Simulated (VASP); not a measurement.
Here is the system:

```yaml
crystal:
  lattice:
    - [1.60136, -2.77364, 0.00000]
    - [1.60136, 2.77364, 0.00000]
    - [0.00000, 0.00000, 5.11574]
  atoms:
    - { symbol: Mg, position: [0.33333, 0.66667, 0.25000] }
    - { symbol: Mg, position: [0.66667, 0.33333, 0.75000] }
```

Method: TPSS meta-GGA, VASP's PBE PAW potentials (set 64) (plane waves; VASP 6.6.1). Settings: 520 eV cut-off, 15×15×8 Γ-centred mesh, tetrahedra with Blöchl corrections, potentials Mg.

Question: Tabulate the total density of states (states/eV per cell) against energy (eV; zero at the valence-band maximum or, without a gap, the Fermi level).

Answer: 
```
E (eV) | DOS (states/eV)
    -8.96 |  0.00
    -8.77 |  0.00
    -8.58 |  0.00
    -8.30 |  0.00
    -8.11 |  0.00
    -7.92 |  0.00
    -7.72 |  0.00
    -7.44 |  0.00
    -7.25 |  0.00
    -7.06 |  0.00
    -6.87 | ### 0.10
    -6.68 | #### 0.17
    -6.39 | ###### 0.24
    -6.21 | ####### 0.27
    -6.01 | ######## 0.31
    -5.82 | ######### 0.33
    -5.54 | ########## 0.38
    -5.35 | ########### 0.40
    -5.16 | ########### 0.42
    -4.97 | ############ 0.45
    -4.78 | ############ 0.47
    -4.49 | ############# 0.50
    -4.30 | ############## 0.52
    -4.11 | ############## 0.54
    -3.92 | ############### 0.56
    -3.64 | ################ 0.59
    -3.45 | ################ 0.61
    -3.26 | ################ 0.63
    -3.07 | ################# 0.65
    -2.88 | ################# 0.67
    -2.59 | ################### 0.72
    -2.40 | #################### 0.76
    -2.21 | ################### 0.74
    -2.02 | ################### 0.72
    -1.83 | #################### 0.77
    -1.55 | ###################### 0.84
    -1.36 | ######################### 0.96
    -1.17 | ######################### 0.93
    -0.98 | ####################### 0.87
    -0.69 | ################### 0.71
    -0.50 | ################### 0.72
    -0.31 | ################### 0.73
    -0.12 | ################# 0.66
     0.07 | ################## 0.68
     0.35 | ################### 0.73
     0.54 | ########################## 0.98
     0.73 | ############################# 1.12
     0.92 | ############################ 1.08
     1.21 | ############################ 1.08
     1.40 | ########################## 0.97
     1.59 | ####################### 0.89
     1.78 | ###################### 0.82
     1.97 | ####################### 0.87
     2.25 | ########################### 1.04
     2.44 | ############################ 1.07
     2.63 | ############################## 1.14
     2.82 | ############################## 1.13
     3.11 | ######################## 0.92
     3.30 | ######################### 0.93
     3.49 | ############################# 1.10
```
Within 2 eV below the Fermi level the largest weight inside VASP's projection spheres is Mg p, then Mg s.

The compound is Mg in the hcp structure. It was relaxed first.
